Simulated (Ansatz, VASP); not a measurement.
Two plane-wave programs on Si2Cl

```
Si Cl
1.0
     0.00000    3.78566    3.78566
     3.78566    0.00000    3.78566
     3.78566    3.78566    0.00000
Si Cl
4 2
Direct
  0.62500 0.62500 0.62500
  0.12500 0.62500 0.62500
  0.62500 0.62500 0.12500
  0.62500 0.12500 0.62500
  0.00000 0.00000 0.00000
  0.25000 0.25000 0.25000
```

Change from the starting cell: species swapped into the NdMg2 type (Fd-3m, No. 227).

Alike in both runs: functional PBE; k mesh 8 × 8 × 8; occupations gaussian, width 0.1 eV; no spin polarisation.

Ansatz relaxed the structure, and its values are those at the end. VASP's run is a single point on that final structure, the one shown.

```csv
,VASP,Ansatz
version,VASP 6.6.1,Ansatz 0.2.0
potentials or method,"VASP PAW PBE potentials, release 64 (Si, Cl)","scalar-relativistic, plane waves, PAW"
plane-wave cutoff (eV),520,420
valence electrons in the cell,30,30
```

|  | VASP | Ansatz | Ansatz less VASP |
| --- | --- | --- | --- |
| gap on the k mesh at the Fermi level (eV) | none | none | - |
| pressure (GPa) | 0.0 | 0.0 | +0.03 |

A gap of «none» marks a metal or a gap that the smearing closes.
